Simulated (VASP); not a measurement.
**Ruthenium: how cutoff and mesh change the relaxed cell**

Aim: test the relaxed volume of Ruthenium against cutoff and mesh. The starting structure is a measured crystal structure from the Crystallography Open Database. The first relaxation on each setting starts from this cell expanded by 3 % in volume.

Calculated with VASP 6.6.1; Kohn-Sham DFT with plane waves and PAW; PBEsol.

## 1. Set-up

The structure is hexagonal, space group P6_3/mmc (No. 194). The conventional cell has a = 2.706 Å, b = 2.706 Å, c = 4.282 Å, α = 90.00°, β = 90.00°, γ = 120.00°. Nearest to Ru lie 12 Ru at 2.65 to 2.71 Å.

Coordinates:

```xyz
2
Lattice="2.7058 0.0000 0.0000 -1.3529 2.3433 0.0000 0.0000 0.0000 4.2819" Properties=species:S:1:pos:R:3 pbc="T T T"
Ru    1.3529    0.7811    3.2114
Ru    0.0000    1.5622    1.0705
```

## 2. Reference relaxation

This run starts from the cell of an earlier relaxation, which isn't shown; the restart sets up the plane waves anew.

File INCAR:

```
SYSTEM = Ru
PREC = Accurate
ENCUT = 450
EDIFF = 1E-06
NELM = 100
ISMEAR = 1
SIGMA = 0.15
LREAL = .FALSE.
ALGO = Normal
GGA = PS
NBANDS = 20
LASPH = .TRUE.
LORBIT = 11
LWAVE = .FALSE.
LCHARG = .FALSE.
KPAR = 8
IBRION = 2
NSW = 50
ISIF = 3
EDIFFG = -0.006
```

File POSCAR:

```
Ru
1.0
    2.6887417407      0.0000000000      0.0000000000
   -1.3443708704      2.3285186518      0.0000000000
    0.0000000000      0.0000000000      4.2527722423
Ru
2
Direct
    0.6666666667      0.3333333333      0.7500000000
    0.3333333333      0.6666666667      0.2500000000
```

File KPOINTS:

```
Automatic mesh
0
Gamma
18 18 10
0 0 0
```

The projector-augmented-wave data sets are Ru_pv (PBE family, release 64).

The run is started by

```sh
> mpirun -np 8 vasp_std
```

The log of the run:

```text
[banner, memory and clock lines left out]
running    8 mpi-ranks, on    1 nodes
 distrk:  each k-point on    1 cores,    8 groups
 distr:  one band on    1 cores,    1 groups

 POSCAR found type information on POSCAR Ru
 POSCAR found :  1 types and       2 ions
|                                                                             |
|           W    W    AA    RRRRR   N    N  II  N    N   GGGG   !!!           |
|           W    W   A  A   R    R  NN   N  II  NN   N  G    G  !!!           |
|           W    W  A    A  R    R  N N  N  II  N N  N  G       !!!           |
|           W WW W  AAAAAA  RRRRR   N  N N  II  N  N N  G  GGG   !            |
|           WW  WW  A    A  R   R   N   NN  II  N   NN  G    G                |
|           W    W  A    A  R    R  N    N  II  N    N   GGGG   !!!           |
|                                                                             |
|     For optimal performance we recommend to set                             |
|       NCORE = 2 up to number-of-cores-per-socket                            |
|     NCORE specifies how many cores store one orbital (NPAR=cpu/NCORE).      |
|     This setting can greatly improve the performance of VASP for DFT.       |
|     The default, NCORE=1 might be grossly inefficient on modern             |
|     multi-core architectures or massively parallel machines. Do your        |
|     Unfortunately you need to use the default for GW and RPA                |
|     calculations (for HF NCORE is supported but not extensively tested      |
|     yet).                                                                   |
|                                                                             |

|                                                                             |
|               ----> ADVICE to this user running VASP <----                  |
|                                                                             |
|     You enforced a specific xc type in the INCAR file but a different       |
|     [... a line on the potential file left out ...]
|     I HOPE YOU KNOW WHAT YOU ARE DOING!                                     |
|                                                                             |

 LDA part: xc-table for (Slater+PW92), standard interpolation
 POSCAR, INCAR and KPOINTS ok, starting setup
 FFT: planning ... GRIDC
 FFT: planning ... GRID_SOFT
 FFT: planning ... GRID
 WAVECAR not read
 entering main loop
       N       E                     dE             d eps       ncg     rms          rms(c)
DAV:   1     0.261761982963E+03    0.26176E+03   -0.16405E+04  8888   0.141E+03
DAV:   2    -0.165594943277E+02   -0.27832E+03   -0.27051E+03  9144   0.434E+02
DAV:   3    -0.218853223152E+02   -0.53258E+01   -0.52837E+01 10096   0.673E+01
DAV:   4    -0.219282711653E+02   -0.42949E-01   -0.42905E-01 11624   0.571E+00
DAV:   5    -0.219288998452E+02   -0.62868E-03   -0.62685E-03  9932   0.571E-01    0.202E+01
DAV:   6    -0.204390742398E+02    0.14898E+01   -0.34122E+00 10412   0.186E+01    0.528E+00
DAV:   7    -0.203504969307E+02    0.88577E-01   -0.61866E-01 10172   0.574E+00    0.993E-01
DAV:   8    -0.203421473759E+02    0.83496E-02   -0.23892E-02  9940   0.121E+00    0.424E-01
DAV:   9    -0.203405644132E+02    0.15830E-02   -0.25817E-03 10148   0.572E-01    0.442E-02
DAV:  10    -0.203405512153E+02    0.13198E-04   -0.17861E-04 10016   0.136E-01    0.254E-02
DAV:  11    -0.203405524443E+02   -0.12290E-05   -0.51863E-06 10296   0.217E-02    0.136E-03
DAV:  12    -0.203405525115E+02   -0.67253E-07   -0.25597E-07  6068   0.477E-03
   1 F= -.20340553E+02 E0= -.20340240E+02  d E =-.203406E+02
 curvature:   0.00 expect dE= 0.000E+00 dE for cont linesearch  0.000E+00
 trial: gam= 0.00000 g(F)=  0.101E-46 g(S)=  0.103E-04 ort = 0.000E+00 (trialstep = 0.100E+01)
 search vector abs. value=  0.103E-04
 bond charge predicted
       N       E                     dE             d eps       ncg     rms          rms(c)
DAV:   1    -0.203407210799E+02   -0.16864E-03   -0.46343E-03  9256   0.670E-01    0.109E-01
DAV:   2    -0.203405562609E+02    0.16482E-03   -0.40153E-04  9492   0.196E-01    0.235E-02
DAV:   3    -0.203405462676E+02    0.99933E-05   -0.35296E-05  9868   0.496E-02    0.111E-02
DAV:   4    -0.203405478229E+02   -0.15553E-05   -0.24889E-06  8316   0.132E-02    0.276E-03
DAV:   5    -0.203405481742E+02   -0.35136E-06   -0.40487E-07  5552   0.612E-03
   2 F= -.20340548E+02 E0= -.20340234E+02  d E =0.433729E-05
 trial-energy change:    0.000004  1 .order    0.000006   -0.000010    0.000022
 step:   0.3171(harm=  0.3171)  dis= 0.00000  next Energy=   -20.340554 (dE=-0.164E-05)
 bond charge predicted
       N       E                     dE             d eps       ncg     rms          rms(c)
DAV:   1    -0.203406355862E+02   -0.87763E-04   -0.21448E-03  9132   0.456E-01    0.740E-02
DAV:   2    -0.203405606397E+02    0.74946E-04   -0.18725E-04  9192   0.134E-01    0.160E-02
DAV:   3    -0.203405551434E+02    0.54963E-05   -0.16379E-05  9640   0.337E-02    0.761E-03
DAV:   4    -0.203405544782E+02    0.66520E-06   -0.11371E-06  5724   0.901E-03
   3 F= -.20340554E+02 E0= -.20340241E+02  d E =-.196669E-05
 curvature:  -0.16 expect dE=-0.103E-05 dE for cont linesearch -0.211E-06
 trial: gam= 0.00000 g(F)=  0.235E-46 g(S)=  0.649E-05 ort =-0.371E-05 (trialstep = 0.863E+00)
 search vector abs. value=  0.649E-05
 reached required accuracy - stopping structural energy minimisation
```

Wall time 11 s (8 MPI ranks of Intel Xeon 6975P-C (Granite Rapids), shared host); peak memory 1.5 GiB; 75 s of CPU time.

The logs omit lines about the potential files and the build; timing stands in the text.

OUTCAR, selected parts (step 2):

```text
ion  position               nearest neighbor table
   1  0.667  0.333  0.750-   2 2.63   2 2.63   2 2.63   2 2.63   2 2.63   2 2.63
   2  0.333  0.667  0.250-   1 2.63   1 2.63   1 2.63   1 2.63   1 2.63   1 2.63

  LATTYP: Found a hexagonal cell.
 ALAT       =     2.6887417407
 C/A-ratio  =     1.5816960692

 Subroutine GETGRP returns: Found 24 space group operations
 (whereof 12 operations were pure point group operations)

The static configuration has the point symmetry D_3d.
 The point group associated with its full space group is D_6h.

 Found    222 irreducible k-points:

   k-points           NKPTS =    222   k-points in BZ     NKDIM =    222   number of bands    NBANDS=     20

   dimension x,y,z NGX =    20 NGY =   20 NGZ =   30
   dimension x,y,z NGXF=    40 NGYF=   40 NGZF=   60

   ENCUT  =  450.0 eV  33.07 Ry    5.75 a.u.   4.65  4.65  7.36*2*pi/ulx,y,z

   NELECT =      28.0000    total number of electrons

 k-points in reciprocal lattice and weights: Automatic mesh
   0.00000000  0.00000000  0.00000000       0.000
   0.05555556 -0.00000000  0.00000000       0.002
   0.11111111 -0.00000000  0.00000000       0.002
   0.16666667  0.00000000  0.00000000       0.002
   0.22222222 -0.00000000  0.00000000       0.002
   0.27777778  0.00000000  0.00000000       0.002
   0.33333333  0.00000000  0.00000000       0.002
   0.38888889  0.00000000  0.00000000       0.002
   0.44444444 -0.00000000  0.00000000       0.002
[...]
0.33333333  0.27777778  0.50000000       0.004
   0.33333333  0.33333333  0.50000000       0.001

 average (electrostatic) potential at core
       1 -66.7874       2 -66.7874

 E-fermi :  13.0562

 k-point     1 :       0.0000    0.0000    0.0000
  band No.  band energies     occupation
    ...
     11      10.5705      2.00000
     12      11.0910      2.00000
     13      11.0910      2.00000
     14      11.6297      2.00000
     15      11.6297      2.00000
     16      14.2960     -0.00000
     17      14.2960     -0.00000
     18      14.3299     -0.00000
     19      23.2865      0.00000
     20      23.3279      0.00000

 k-point     2 :       0.0556   -0.0000    0.0000
  band No.  band energies     occupation
    ...
     11      10.7915      2.00000
     12      11.0377      2.00000
     13      11.1794      2.00000
     14      11.5134      2.00000
     15      11.5552      2.00000
     16      13.1763      0.01945
     17      14.3433     -0.00000
     18      15.6069     -0.00000
     19      23.2845      0.00000
     20      23.3277      0.00000

 k-point     3 :       0.1111   -0.0000    0.0000
  band No.  band energies     occupation
    ...
     12      11.0832      2.00000
     13      11.1348      2.00000
     14      11.3566      2.00000
     15      11.4401      2.00000
     16      12.3520      2.00000
     17      14.4634     -0.00000
     18      16.9903      0.00000
     19      23.2766      0.00000
     20      23.3277      0.00000

  Total        0.0105541      0.0105541      0.0067933     -0.0000000     -0.0000000     -0.0000000
  in kB        0.6351927      0.6351927      0.4088495     -0.0000000     -0.0000000     -0.0000000
  external PRESSURE =       0.5597450 kB  Pullay stress =       0.0000000 kB

  energy-cutoff  :      450.00
  volume of cell :       26.62
      direct lattice vectors                 reciprocal lattice vectors
     2.688728653  0.000000000 -0.000000000     0.371922990  0.214729838  0.000000000
    -1.344364327  2.328507318  0.000000000    -0.000000000  0.429459677  0.000000000
     0.000000000  0.000000000  4.252099214     0.000000000 -0.000000000  0.235177956

 POSITION                                       TOTAL-FORCE (eV/Angst)
 -----------------------------------------------------------------------------------
      1.34436      0.77617      3.18907        -0.000000      0.000000      0.000000
     -0.00000      1.55234      1.06302         0.000000     -0.000000      0.000000
 -----------------------------------------------------------------------------------
    total drift:                               -0.000000      0.000000     -0.000000

  FREE ENERGIE OF THE ION-ELECTRON SYSTEM (eV)
  ---------------------------------------------------
  free  energy   TOTEN  =       -20.3405544782 eV

  energy  without entropy=      -20.3396154928  energy(sigma->0) =      -20.34024148

 reached required accuracy - stopping structural energy minimisation

 total charge
# of ion       s       p       d       tot
------------------------------------------
    1        0.412   6.329   5.966  12.706
    2        0.412   6.329   5.966  12.706
--------------------------------------------------
tot          0.823  12.658  11.931  25.413

[... 3 further parts left out ...]
```

The PAW data sets were made with PBE, which is usual practice but a small mismatch for other functionals. The run keeps the 24 symmetry operations of its start, so it cannot find a distortion of lower symmetry.

The reference relaxation ends at 13.311 Å³ an atom. Pressures at 0.985 and 1.015 times this volume, from two more relaxations that aren't shown, give a bulk modulus of 349.8 GPa.

## 3. Relaxation with a cutoff of 240 eV

Against step 2 the input has ENCUT = 240. This run starts from the cell of an earlier relaxation, which isn't shown; the restart sets up the plane waves anew.

INCAR: that of step 2 with these lines changed.

```diff
@@ -2,3 +2,3 @@
 PREC = Accurate
-ENCUT = 450
+ENCUT = 240
 EDIFF = 1E-06
```

File POSCAR:

```
Ru
1.0
    2.6731022928      0.0000000000      0.0000000000
   -1.3365511464      2.3149744926      0.0000000000
    0.0000000000      0.0000000000      4.2304287216
Ru
2
Direct
    0.6666666667      0.3333333333      0.7500000000
    0.3333333333      0.6666666667      0.2500000000
```

KPOINTS is that of step 2.

The run is started by

```sh
> mpirun -np 8 vasp_std
```

The log of the run:

```text
[banner, memory and clock lines left out]
running    8 mpi-ranks, on    1 nodes
[...]
[... a notice as in an earlier step ...]

 [... a notice as in an earlier step ...]

 LDA part: xc-table for (Slater+PW92), standard interpolation
 POSCAR, INCAR and KPOINTS ok, starting setup
[...]
entering main loop
       N       E                     dE             d eps       ncg     rms          rms(c)
DAV:   1     0.161038857219E+03    0.16104E+03   -0.11850E+04  9720   0.916E+02
DAV:   2    -0.189153721937E+02   -0.17995E+03   -0.17432E+03  9288   0.323E+02
DAV:   3    -0.218337990405E+02   -0.29184E+01   -0.29043E+01 10280   0.456E+01
DAV:   4    -0.218559953143E+02   -0.22196E-01   -0.22173E-01 10684   0.361E+00
[...]
DAV:  10    -0.202948079167E+02    0.44898E-04   -0.17981E-04  9972   0.128E-01    0.212E-02
DAV:  11    -0.202948143399E+02   -0.64231E-05   -0.16451E-06  8260   0.967E-03    0.188E-03
DAV:  12    -0.202948141357E+02    0.20416E-06   -0.10087E-07  6104   0.270E-03
   1 F= -.20294814E+02 E0= -.20294500E+02  d E =-.202948E+02
[... from here on, the cycles between the ionic steps are left out ...]
   2 F= -.20113370E+02 E0= -.20113073E+02  d E =0.181444E+00
   3 F= -.20302119E+02 E0= -.20301807E+02  d E =-.730530E-02
   4 F= -.20302126E+02 E0= -.20301814E+02  d E =-.731166E-02
   5 F= -.20302124E+02 E0= -.20301816E+02  d E =0.223088E-05
   6 F= -.20302132E+02 E0= -.20301822E+02  d E =-.643462E-05
[...]
reached required accuracy - stopping structural energy minimisation
```

Wall time 9.4 s (8 MPI ranks); peak memory 1.1 GiB; 70 s of CPU time.

Parts of OUTCAR (step 3):

```text
  Total        0.0000518      0.0000518      0.0004969      0.0000000     -0.0000000      0.0000000
  in kB        0.0032100      0.0032100      0.0308170      0.0000000     -0.0000000      0.0000000
  external PRESSURE =       0.0124123 kB  Pullay stress =       0.0000000 kB

 POSITION                                       TOTAL-FORCE (eV/Angst)
 -----------------------------------------------------------------------------------
      1.33047      0.76815      3.15957        -0.000000      0.000000      0.000000
     -0.00000      1.53629      1.05319         0.000000     -0.000000      0.000000
 -----------------------------------------------------------------------------------
    total drift:                                0.000000     -0.000000      0.000000

  FREE ENERGIE OF THE ION-ELECTRON SYSTEM (eV)
  ---------------------------------------------------
  free  energy   TOTEN  =       -20.3021322353 eV

  energy  without entropy=      -20.3012020540  energy(sigma->0) =      -20.30182217

[... 2 parts as in an earlier step ...]

[... 2 further parts left out ...]
[key lines of the parts left out:]
E-fermi :  13.6273
```

With a cutoff of 240 eV the cell ends at 12.916 Å³ an atom, -2.96 % from the reference, and since the restart alone still moved it by -1.3 % it may not have settled; the bulk modulus is 390.9 GPa against 349.8 GPa.

## 4. Relaxation with a 10×10×6 mesh

Against step 2 the input has a 10×10×6 mesh. This run starts from the cell of an earlier relaxation, which isn't shown; the restart sets up the plane waves anew.

INCAR: that of step 3 with these lines changed.

```diff
@@ -2,3 +2,3 @@
 PREC = Accurate
-ENCUT = 240
+ENCUT = 450
 EDIFF = 1E-06
```

File POSCAR:

```
Ru
1.0
    2.6981501943      0.0000000000      0.0000000000
   -1.3490750971      2.3366666116      0.0000000000
    0.0000000000      0.0000000000      4.2271755880
Ru
2
Direct
    0.6666666667      0.3333333333      0.7500000000
    0.3333333333      0.6666666667      0.2500000000
```

File KPOINTS:

```
Automatic mesh
0
Gamma
10 10 6
0 0 0
```

The run is started by

```sh
> mpirun -np 8 vasp_std
```

The log of the run:

```text
[... set-up lines as in an earlier step ...]
 entering main loop
       N       E                     dE             d eps       ncg     rms          rms(c)
DAV:   1     0.260447646046E+03    0.26045E+03   -0.16471E+04  2240   0.140E+03
DAV:   2    -0.165156274265E+02   -0.27696E+03   -0.26948E+03  2304   0.432E+02
DAV:   3    -0.218732164397E+02   -0.53576E+01   -0.53124E+01  2584   0.673E+01
DAV:   4    -0.219139265871E+02   -0.40710E-01   -0.40669E-01  2924   0.559E+00
[...]
DAV:  10    -0.203228746822E+02    0.45422E-05   -0.12303E-04  2504   0.112E-01    0.245E-02
DAV:  11    -0.203228763141E+02   -0.16319E-05   -0.43188E-06  2544   0.199E-02    0.156E-03
DAV:  12    -0.203228760569E+02    0.25722E-06   -0.10284E-07  1536   0.298E-03
   1 F= -.20322876E+02 E0= -.20323061E+02  d E =-.203229E+02
[...]
2 F= -.20322860E+02 E0= -.20323041E+02  d E =0.163818E-04
[...]
3 F= -.20322878E+02 E0= -.20323062E+02  d E =-.150180E-05
[...]
4 F= -.20322878E+02 E0= -.20323062E+02  d E =-.160180E-05
[...]
reached required accuracy - stopping structural energy minimisation
```

Wall time 5.4 s (8 MPI ranks); peak memory 1.1 GiB; 38 s of CPU time.

OUTCAR, selected parts (step 4):

```text
  Total       -0.0051139     -0.0051139     -0.0000727     -0.0000000     -0.0000000      0.0000000
  in kB       -0.3074765     -0.3074765     -0.0043726     -0.0000000     -0.0000000      0.0000000
  external PRESSURE =      -0.2064418 kB  Pullay stress =       0.0000000 kB

 POSITION                                       TOTAL-FORCE (eV/Angst)
 -----------------------------------------------------------------------------------
      1.34900      0.77885      3.17027         0.000000     -0.000000      0.000000
     -0.00000      1.55770      1.05676        -0.000000      0.000000      0.000000
 -----------------------------------------------------------------------------------
    total drift:                               -0.000000      0.000000     -0.000000

  FREE ENERGIE OF THE ION-ELECTRON SYSTEM (eV)
  ---------------------------------------------------
  free  energy   TOTEN  =       -20.3228776587 eV

  energy  without entropy=      -20.3234302794  energy(sigma->0) =      -20.32306187

[... 1 part as in an earlier step ...]

[... 3 further parts left out ...]
[key lines of the parts left out:]
E-fermi :  13.0759
```

With a 10×10×6 mesh the cell ends at 13.324 Å³ an atom, +0.10 % from the reference, a by +0.3 % and c by -0.6 %; the bulk modulus is 349.9 GPa against 349.8 GPa.

(Continued in part 2 of 2.)

[Lines on the potential files, build, host, timing and source positions are cut from VASP's logs without a mark.]

[Logs are printed without paths, hosts, clocks, repeated set-up lines and the standing remarks that a program may print on its own settings, such as how far it seeks lower states.]

[Hosts, paths, dates, database ids (printed as entryN), source tags and the programs' standing remarks are cut or masked in the printed files.]
